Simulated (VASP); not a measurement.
VASP runs on HgTe (zinc blende) share one base input (PBE GGA, plane waves, VASP's PBE PAW potentials (set 64)) and change the settings named in each case.

File POSCAR:
```
HgTe
1
    0.0000000000     3.2300000000     3.2300000000
    3.2300000000     0.0000000000     3.2300000000
    3.2300000000     3.2300000000     0.0000000000
Hg Te
1 1
Direct
  0.0000000000   0.0000000000   0.0000000000
  0.2500000000   0.2500000000   0.2500000000
```

**KPOINTS**
```
kpoints
0
gamma
7 7 7
0 0 0
```

INCAR:
```
# general
SYSTEM =HgTe
PREC   =Accurate
ENCUT  =400
LREAL  =.FALSE.
LASPH  =.TRUE.

# electronic loop
EDIFF  =1E-6
NELM   =100
ALGO   =Normal
LMAXMIX=6

# smearing
ISMEAR =0
SIGMA  =0.05

# functional
GGA    =PE

# ions
ISIF   =2

# output
LWAVE  =.FALSE.
LCHARG =.FALSE.
```

POTCAR, in this order: Hg Te (PBE.64 set). Program: vasp_std.

```
change                                                  E(σ→0) (eV/atom)  pressure (GPa)  −TS (eV)  irreducible k-points
------------------------------------------------------  ----------------  --------------  --------  --------------------
base run                                                         -1.7885            3.83   -0.0002                    20
KGAMMA = .TRUE., KSPACING = 0.2, KPOINTS file removed            -1.7907            3.81   -0.0001                    35
KGAMMA = .FALSE., KSPACING = 0.8, KPOINTS file removed           -1.6301            5.21   -0.0029                     4
KGAMMA = .TRUE., KSPACING = 0.4, KPOINTS file removed                  …               …         …                    10
KGAMMA = .TRUE., KSPACING = 0.16, KPOINTS file removed           -1.7912            3.80   -0.0001                    56
KGAMMA = .TRUE., KSPACING = 0.5, KPOINTS file removed            -1.7439            4.27   -0.0012                     8
```

What belongs in the gaps?

- KGAMMA = .TRUE., KSPACING = 0.4, KPOINTS file removed, E(σ→0) (eV/atom): -1.7748
- KGAMMA = .TRUE., KSPACING = 0.4, KPOINTS file removed, pressure (GPa): 3.98
- KGAMMA = .TRUE., KSPACING = 0.4, KPOINTS file removed, −TS (eV): -0.0006

Unless said otherwise, spin-orbit coupling is left out, though it shifts the bands of the heavy elements here.

Left out are runs that ran out of time, are held back, or changed the cell or the kind of run, fixed moments of cells without a moment, rows past the twelfth, gaps on odd meshes, pressures of charged cells and columns that move by less than the noise.

The compound is HgTe in the zinc blende structure. The cell was not relaxed at this level.
